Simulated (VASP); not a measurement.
# Titanium: cell size against the level of theory, part 2 of 3

Which functional gives the lattice of Titanium as experiment finds it, and is a dearer one worth its cost? LASPH is on for some levels and off for others; the table marks which. The start is a cell from a database of measured crystal structures.

VASP 6.6.1, plane waves and PAW; the level of theory is named at each step.

Still holding for the runs below: The k-mesh is coarse for a metal.

So far. Step 2 (Relaxation with LDA): It ends with forces that vanish by symmetry and a pressure of -0.03 GPa. The volume lies -8.8 % from that of the database's start, which holds the thermal and zero-point expansion of its experiment. LDA is known to overbind. The conventional cell has a = 2.862 and c = 4.536 Å.

## (3) Relaxation with PBEsol

This step: PBEsol; plane waves and PAW (Ti_sv) (VASP 6.6.1).

PBEsol restores the gradient expansion of exchange and is tuned for the cells of solids.

File INCAR:

```
SYSTEM = Ti
PREC = Accurate
ENCUT = 520
EDIFF = 1E-06
NELM = 100
ISMEAR = -1
SIGMA = 0.05
LREAL = .FALSE.
ALGO = Normal
GGA = PS
NBANDS = 18
LORBIT = 11
LWAVE = .FALSE.
LCHARG = .FALSE.
KPAR = 2
IBRION = 2
NSW = 60
ISIF = 3
EDIFFG = -0.01
```

File POSCAR:

```
Ti
1.0
    2.9500000000      0.0000000000      0.0000000000
   -1.4750000000      2.5547749412      0.0000000000
    0.0000000000      0.0000000000      4.6800000000
Ti
2
Direct
    0.3333333333      0.6666666667      0.2500000000
    0.6666666667      0.3333333333      0.7500000000
```

File KPOINTS:

```
Automatic mesh
0
Gamma
9 9 5
0 0 0
```

PAW data sets: Ti_sv (PBE family, release 64).

The run is started by

```console
mpirun -np 2 vasp_std
```

Output:

```text
[banner, memory and clock lines left out]
running    2 mpi-ranks, on    1 nodes
 distrk:  each k-point on    1 cores,    2 groups
 distr:  one band on    1 cores,    1 groups

 POSCAR found type information on POSCAR Ti
 POSCAR found :  1 types and       2 ions
 [... a notice as in an earlier step ...]

 LDA part: xc-table for (Slater+PW92), standard interpolation
 POSCAR, INCAR and KPOINTS ok, starting setup
 FFT: planning ... GRIDC
 FFT: planning ... GRID_SOFT
 FFT: planning ... GRID
 WAVECAR not read
 entering main loop
       N       E                     dE             d eps       ncg     rms          rms(c)
DAV:   1     0.258069059664E+03    0.25807E+03   -0.13371E+04  1296   0.167E+03
DAV:   2     0.107884244303E+02   -0.24728E+03   -0.24443E+03  1314   0.455E+02
DAV:   3    -0.178210248245E+02   -0.28609E+02   -0.28277E+02  2458   0.128E+02
DAV:   4    -0.190059860799E+02   -0.11850E+01   -0.11843E+01  1476   0.272E+01
DAV:   5    -0.190718359850E+02   -0.65850E-01   -0.65843E-01  2066   0.437E+00    0.122E+01
DAV:   6    -0.166607990263E+02    0.24110E+01   -0.89367E+00  1530   0.309E+01    0.288E+00
DAV:   7    -0.166372743519E+02    0.23525E-01   -0.85956E-01  1948   0.683E+00    0.206E+00
DAV:   8    -0.166608383369E+02   -0.23564E-01   -0.22277E-01  1506   0.573E+00    0.704E-01
DAV:   9    -0.166516635885E+02    0.91747E-02   -0.55794E-02  1552   0.238E+00    0.687E-02
DAV:  10    -0.166519491435E+02   -0.28555E-03   -0.25248E-03  1894   0.346E-01    0.961E-02
DAV:  11    -0.166520513756E+02   -0.10223E-03   -0.28535E-04  1552   0.119E-01    0.317E-02
DAV:  12    -0.166520463476E+02    0.50280E-05   -0.40282E-05  1758   0.483E-02    0.114E-02
DAV:  13    -0.166520462356E+02    0.11199E-06   -0.10962E-06  1020   0.102E-02
   1 F= -.16652046E+02 E0= -.16644114E+02  d E =-.166520E+02
 curvature:   0.00 expect dE= 0.000E+00 dE for cont linesearch  0.000E+00
 trial: gam= 0.00000 g(F)=  0.429E-47 g(S)=  0.130E+00 ort = 0.000E+00 (trialstep = 0.100E+01)
 search vector abs. value=  0.130E+00
 bond charge predicted
       N       E                     dE             d eps       ncg     rms          rms(c)
DAV:   1    -0.198197342146E+02   -0.31677E+01   -0.78472E+01  1728   0.105E+02    0.153E+01
DAV:   2    -0.166953408751E+02    0.31244E+01   -0.12753E+01  1736   0.401E+01    0.471E+00
DAV:   3    -0.165336094470E+02    0.16173E+00   -0.26179E+00  1796   0.102E+01    0.179E+00
DAV:   4    -0.166019901413E+02   -0.68381E-01   -0.47294E-01  1598   0.515E+00    0.388E-01
DAV:   5    -0.166351491524E+02   -0.33159E-01   -0.71170E-02  1692   0.183E+00    0.674E-01
DAV:   6    -0.166650532654E+02   -0.29904E-01   -0.60125E-02  1708   0.127E+00    0.163E-01
DAV:   7    -0.166665517678E+02   -0.14985E-02   -0.38088E-03  1776   0.380E-01    0.131E-01
DAV:   8    -0.166677853061E+02   -0.12335E-02   -0.28635E-03  1694   0.332E-01    0.342E-02
DAV:   9    -0.166678132609E+02   -0.27955E-04   -0.37296E-04  1968   0.102E-01    0.132E-02
DAV:  10    -0.166678171165E+02   -0.38557E-05   -0.15081E-05  1376   0.299E-02    0.139E-03
DAV:  11    -0.166678179030E+02   -0.78645E-06   -0.20771E-06  1126   0.823E-03
   2 F= -.16667818E+02 E0= -.16660905E+02  d E =-.157717E-01
 trial-energy change:   -0.015772  1 .order   -0.012361   -0.129553    0.104831
 step:   0.5741(harm=  0.5527)  dis= 0.00000  next Energy=   -16.689879 (dE=-0.378E-01)
 bond charge predicted
       N       E                     dE             d eps       ncg     rms          rms(c)
DAV:   1    -0.172714456379E+02   -0.60363E+00   -0.14619E+01  1720   0.490E+01    0.656E+00
DAV:   2    -0.166939554118E+02    0.57749E+00   -0.30157E+00  1872   0.182E+01    0.189E+00
DAV:   3    -0.166626951697E+02    0.31260E-01   -0.37298E-01  1738   0.386E+00    0.572E-01
DAV:   4    -0.166756491219E+02   -0.12954E-01   -0.63830E-02  1794   0.169E+00    0.260E-01
DAV:   5    -0.166878015045E+02   -0.12152E-01   -0.28668E-02  1696   0.922E-01    0.350E-01
DAV:   6    -0.166897286350E+02   -0.19271E-02   -0.47658E-03  1834   0.605E-01    0.992E-02
DAV:   7    -0.166902340225E+02   -0.50539E-03   -0.11535E-03  1722   0.208E-01    0.306E-02
DAV:   8    -0.166903086853E+02   -0.74663E-04   -0.17104E-04  1910   0.724E-02    0.766E-03
DAV:   9    -0.166903101771E+02   -0.14918E-05   -0.62237E-06  1446   0.189E-02    0.167E-03
DAV:  10    -0.166903102680E+02   -0.90914E-07   -0.48481E-07   720   0.468E-03
   3 F= -.16690310E+02 E0= -.16683163E+02  d E =-.382640E-01
 curvature:  -0.28 expect dE=-0.118E-05 dE for cont linesearch -0.789E-07
 trial: gam=-0.00145 g(F)=  0.397E-46 g(S)=  0.426E-05 ort = 0.192E-03 (trialstep = 0.915E+00)
 search vector abs. value=  0.398E-05
 reached required accuracy - stopping structural energy minimisation
```

Wall time 11 s (2 MPI ranks of Intel Xeon 6975P-C (Granite Rapids), shared host); peak memory 0.31 GiB; 21 s of CPU time.

From OUTCAR (step 3):

```text
 Found     36 irreducible k-points:

   NELECT =      24.0000    total number of electrons

 E-fermi :   8.6589

 k-point     1 :       0.0000    0.0000    0.0000
  band No.  band energies     occupation
    ...
      6     -23.8405      2.00000
      7     -23.7996      2.00000
      8     -23.7996      2.00000
      9       2.3382      2.00000
     10       5.8488      2.00000
     11       9.4426      0.00000
     12       9.4426      0.00000
     13       9.5465      0.00000
     14       9.5710      0.00000
     15       9.9755      0.00000
    ...

 k-point     2 :       0.1111    0.0000    0.0000
  band No.  band energies     occupation
    ...
      6     -23.8650      2.00000
      7     -23.8538      2.00000
      8     -23.8078      2.00000
      9       2.6956      2.00000
     10       6.1264      2.00000
     11       8.9078      0.01367
     12       8.9416      0.00698
     13       9.6995      0.00000
     14       9.7722      0.00000
     15       9.9678      0.00000
    ...

  Total        0.0037504      0.0037504     -0.0121909      0.0000000     -0.0000000      0.0000000
  in kB        0.1801747      0.1801747     -0.5856706      0.0000000     -0.0000000      0.0000000
  external PRESSURE =      -0.0751071 kB  Pullay stress =       0.0000000 kB

  energy-cutoff  :      520.00
  volume of cell :       33.35
      direct lattice vectors                 reciprocal lattice vectors
     2.897626229  0.000000000  0.000000000     0.345110073  0.199249394  0.000000000
    -1.448813114  2.509417925  0.000000000    -0.000000000  0.398498787  0.000000000
     0.000000000  0.000000000  4.586456018     0.000000000  0.000000000  0.218033269

 POSITION                                       TOTAL-FORCE (eV/Angst)
 -----------------------------------------------------------------------------------
     -0.00000      1.67295      1.14661         0.000000      0.000000      0.000000
      1.44881      0.83647      3.43984        -0.000000     -0.000000      0.000000
 -----------------------------------------------------------------------------------
    total drift:                               -0.000000      0.000000     -0.000000

  FREE ENERGIE OF THE ION-ELECTRON SYSTEM (eV)
  ---------------------------------------------------
  free  energy   TOTEN  =       -16.6903102680 eV

  energy  without entropy=      -16.6760155192  energy(sigma->0) =      -16.68316289

 total charge
# of ion       s       p       d       tot
------------------------------------------
    1        2.260   6.129   1.915  10.304
    2        2.260   6.129   1.915  10.304
--------------------------------------------------
tot          4.520  12.258   3.829  20.607

[... 9 parts as in an earlier step ...]

[... 5 further parts left out ...]
```

CONTCAR:

```
Ti
   1.00000000000000
     2.8976262287944041    0.0000000000000000    0.0000000000000000
    -1.4488131143972021    2.5094179248420474    0.0000000000000000
     0.0000000000000000    0.0000000000000000    4.5864560176594571
  Ti
     2
Direct
     0.3333333332999970    0.6666666667000030    0.2500000000000000
     0.6666666667000030    0.3333333332999970    0.7500000000000000
```

The PAW data sets were made with PBE, which is usual practice but a small mismatch for other functionals.

The steps of the relaxation:

```
step  energy less that of the first step (eV)  largest force (eV/Å)  pressure (GPa)  volume (Å³)
   1                                   0.0000                0.0000           -6.07        35.27
   2                                  -0.0158                0.0000            5.42        31.97
   3                                  -0.0383                0.0000           -0.01        33.35
```

```csv
"conventional cell, symmetrised",before,after,change
a (Å),2.950,2.898,-1.8 %
b (Å),2.950,2.898,-1.8 %
c (Å),4.680,4.586,-2.0 %
volume (Å³/atom),17.64,16.67,-5.4 %
```

The relaxed structure:

```xyz
2
Lattice="2.8976 0.0000 0.0000 -1.4488 2.5094 0.0000 0.0000 0.0000 4.5865" Properties=species:S:1:pos:R:3 pbc="T T T"
Ti    0.0000    1.6729    1.1466
Ti    1.4488    0.8365    3.4398
```

Numbers from this step:

- free energy (TOTEN): -16.69 eV
- energy at zero smearing: -16.68 eV
- Fermi energy: 8.659 eV
- pressure: -0.007511 GPa
- SCF cycles over all ionic steps: 34

It ends at 16.67 Å³/atom, -5.4 % from the start, with -0.01 GPa left. The conventional cell has a = 2.898 and c = 4.586 Å.

## (4) Relaxation with PBE

This step: PBE; plane waves and PAW (Ti_sv) (VASP 6.6.1).

PBE, the usual starting point, adds the gradient of the density.

INCAR: that of step 3 with these lines changed.

```diff
@@ -9,3 +9,3 @@
 ALGO = Normal
-GGA = PS
+GGA = PE
 NBANDS = 18
```

POSCAR is that of step 3.

KPOINTS is that of step 3.

The run is started by

```console
mpirun -np 2 vasp_std
```

Output:

```text
[banner, memory and clock lines left out]
running    2 mpi-ranks, on    1 nodes
[...]
LDA part: xc-table for (Slater+PW92), standard interpolation
 POSCAR, INCAR and KPOINTS ok, starting setup
[...]
entering main loop
       N       E                     dE             d eps       ncg     rms          rms(c)
DAV:   1     0.259951572107E+03    0.25995E+03   -0.13403E+04  1296   0.167E+03
DAV:   2     0.122774099732E+02   -0.24767E+03   -0.24478E+03  1316   0.455E+02
DAV:   3    -0.165220117383E+02   -0.28799E+02   -0.28458E+02  2458   0.129E+02
DAV:   4    -0.177410847052E+02   -0.12191E+01   -0.12184E+01  1474   0.275E+01
[...]
DAV:  12    -0.156779962423E+02    0.93841E-05   -0.31866E-05  1668   0.461E-02    0.665E-03
DAV:  13    -0.156779979658E+02   -0.17234E-05   -0.78042E-07   968   0.963E-03    0.198E-03
DAV:  14    -0.156779986651E+02   -0.69928E-06   -0.38038E-07   752   0.583E-03
   1 F= -.15677999E+02 E0= -.15670137E+02  d E =-.156780E+02
[... from here on, the cycles between the ionic steps are left out ...]
   2 F= -.15679817E+02 E0= -.15672483E+02  d E =-.181882E-02
   3 F= -.15681701E+02 E0= -.15674172E+02  d E =-.370238E-02
   4 F= -.15681698E+02 E0= -.15674175E+02  d E =-.369926E-02
   5 F= -.15681746E+02 E0= -.15674256E+02  d E =-.483346E-04
   6 F= -.15681753E+02 E0= -.15674273E+02  d E =-.547769E-04
[...]
reached required accuracy - stopping structural energy minimisation
```

Run time: 15 s. Hardware: 2 MPI ranks; peak memory 0.31 GiB; 30 s of CPU time.

Parts of OUTCAR (step 4):

```text
  Total        0.0162097      0.0162097      0.0078862      0.0000000      0.0000000      0.0000000
  in kB        0.7493478      0.7493478      0.3645672      0.0000000      0.0000000      0.0000000
  external PRESSURE =       0.6210876 kB  Pullay stress =       0.0000000 kB

 POSITION                                       TOTAL-FORCE (eV/Angst)
 -----------------------------------------------------------------------------------
     -0.00000      1.69568      1.15985         0.000000      0.000000      0.000000
      1.46850      0.84784      3.47955        -0.000000      0.000000      0.000000
 -----------------------------------------------------------------------------------
    total drift:                               -0.000000      0.000000     -0.000000

  FREE ENERGIE OF THE ION-ELECTRON SYSTEM (eV)
  ---------------------------------------------------
  free  energy   TOTEN  =       -15.6817527035 eV

  energy  without entropy=      -15.6667935149  energy(sigma->0) =      -15.67427311

[... 2 parts as in an earlier step ...]

[... 2 further parts left out ...]
[key lines of the parts left out:]
E-fermi :   8.3729
```

Relaxation path:

```
step  energy less that of the first step (eV)  largest force (eV/Å)  pressure (GPa)  volume (Å³)
   1                                   0.0000                0.0000           -1.86        35.27
   2                                  -0.0018                0.0000            1.45        34.24
   3                                  -0.0037                0.0000            0.00        34.66
   4                                  -0.0037                0.0000            0.06        34.65
   5                                  -0.0037                0.0000            0.07        34.66
   6                                  -0.0038                0.0000            0.06        34.66
```

```
conventional cell, symmetrised  before  after  change
                         a (Å)   2.950  2.937  -0.4 %
                         b (Å)   2.950  2.937  -0.4 %
                         c (Å)   4.680  4.639  -0.9 %
              volume (Å³/atom)   17.64  17.33  -1.7 %
```

The relaxed structure:

```
Ti
1.0
     2.93700    0.00000    0.00000
    -1.46850    2.54352    0.00000
     0.00000    0.00000    4.63941
Ti
2
Cartesian
  0.0000 1.6957 1.1599
  1.4685 0.8478 3.4796
```

It ends at 17.33 Å³/atom, -1.7 % from the start, with 0.06 GPa left. The conventional cell has a = 2.937 and c = 4.639 Å. Against its usual tendency, PBE gives a cell smaller than the listed one.

## (5) Relaxation with r2SCAN

This step: r2SCAN; plane waves and PAW (Ti_sv) (VASP 6.6.1).

r2SCAN adds the kinetic-energy density, costs more than a GGA and is run with LASPH.

INCAR: that of step 4 with these lines changed.

```diff
@@ -9,3 +9,4 @@
 ALGO = Normal
-GGA = PE
+METAGGA = R2SCAN
+LASPH = .TRUE.
 NBANDS = 18
```

POSCAR is that of step 4.

KPOINTS is that of step 4.

The run is started by

```console
mpirun -np 2 vasp_std
```

Output:

```text
[banner, memory and clock lines left out]
running    2 mpi-ranks, on    1 nodes
[...]
[... a notice as in an earlier step ...]

 LDA part: xc-table for (None), standard interpolation
 POSCAR, INCAR and KPOINTS ok, starting setup
[...]
entering main loop
       N       E                     dE             d eps       ncg     rms          rms(c)
DAV:   1     0.256482845954E+03    0.25648E+03   -0.13738E+04  1296   0.171E+03
DAV:   2    -0.139620303627E+01   -0.25788E+03   -0.25497E+03  1312   0.471E+02
DAV:   3    -0.331436975941E+02   -0.31747E+02   -0.31399E+02  2476   0.135E+02
DAV:   4    -0.345549382458E+02   -0.14112E+01   -0.14105E+01  1466   0.302E+01
[...]
DAV:  13    -0.259047649849E+02    0.11549E-04   -0.33411E-06  1448   0.183E-02    0.731E-04
DAV:  14    -0.259047663026E+02   -0.13177E-05   -0.31203E-07   734   0.451E-03    0.120E-03
DAV:  15    -0.259047655509E+02    0.75168E-06   -0.12704E-07   732   0.299E-03
   1 F= -.25904766E+02 E0= -.25897596E+02  d E =-.259048E+02
[... from here on, the cycles between the ionic steps are left out ...]
   2 F= -.25906480E+02 E0= -.25900056E+02  d E =-.171468E-02
   3 F= -.25908481E+02 E0= -.25901730E+02  d E =-.371590E-02
   4 F= -.25908784E+02 E0= -.25902217E+02  d E =-.302081E-03
   5 F= -.25908849E+02 E0= -.25902426E+02  d E =-.367731E-03
[...]
reached required accuracy - stopping structural energy minimisation
```

It took 59 s on 2 MPI ranks; peak memory 0.32 GiB; 1.9 min of CPU time.

OUTCAR, selected parts (step 5):

```text
  Total       -0.0006750     -0.0006750      0.0041756      0.0000000     -0.0000000      0.0000000
  in kB       -0.0311807     -0.0311807      0.1928771      0.0000000     -0.0000000      0.0000000
  external PRESSURE =       0.0435052 kB  Pullay stress =       0.0000000 kB

 POSITION                                       TOTAL-FORCE (eV/Angst)
 -----------------------------------------------------------------------------------
     -0.00000      1.69912      1.15610         0.000000     -0.000000      0.000000
      1.47148      0.84956      3.46829        -0.000000      0.000000      0.000000
 -----------------------------------------------------------------------------------
    total drift:                               -0.000000      0.000000     -0.000000

  FREE ENERGIE OF THE ION-ELECTRON SYSTEM (eV)
  ---------------------------------------------------
  free  energy   TOTEN  =       -25.9088491809 eV

  energy  without entropy=      -25.8960028993  energy(sigma->0) =      -25.90242604

[... 2 parts as in an earlier step ...]

[... 2 further parts left out ...]
[key lines of the parts left out:]
E-fermi :   8.4184
```

Relaxation path:

```
step  energy less that of the first step (eV)  largest force (eV/Å)  pressure (GPa)  volume (Å³)
   1                                   0.0000                0.0000           -1.85        35.27
   2                                  -0.0017                0.0000            1.58        34.24
   3                                  -0.0037                0.0000            0.08        34.67
   4                                  -0.0040                0.0000            0.02        34.68
   5                                  -0.0041                0.0000            0.00        34.69
```

```csv
"conventional cell, symmetrised",before,after,change
a (Å),2.950,2.943,-0.2 %
b (Å),2.950,2.943,-0.2 %
c (Å),4.680,4.624,-1.2 %
volume (Å³/atom),17.64,17.34,-1.7 %
```

The relaxed structure:

```xyz
2
Lattice="2.9430 0.0000 0.0000 -1.4715 2.5487 0.0000 0.0000 0.0000 4.6244" Properties=species:S:1:pos:R:3 pbc="T T T"
Ti    0.0000    1.6991    1.1561
Ti    1.4715    0.8496    3.4683
```

It ends at 17.34 Å³/atom, -1.7 % from the start, with 0.00 GPa left. The conventional cell has a = 2.943 and c = 4.624 Å.

[end of part 2 of 3]

[Lines on the potential files, build, host, timing and source positions are cut from VASP's logs without a mark.]

[Logs are printed without paths, hosts, clocks, repeated set-up lines and the standing remarks that a program may print on its own settings, such as how far it seeks lower states.]

[Hosts, paths, dates, database ids (printed as entryN), source tags and the programs' standing remarks are cut or masked in the printed files.]

[A measured line is paired with the nearest computed mode of its activity, which favours agreement.]
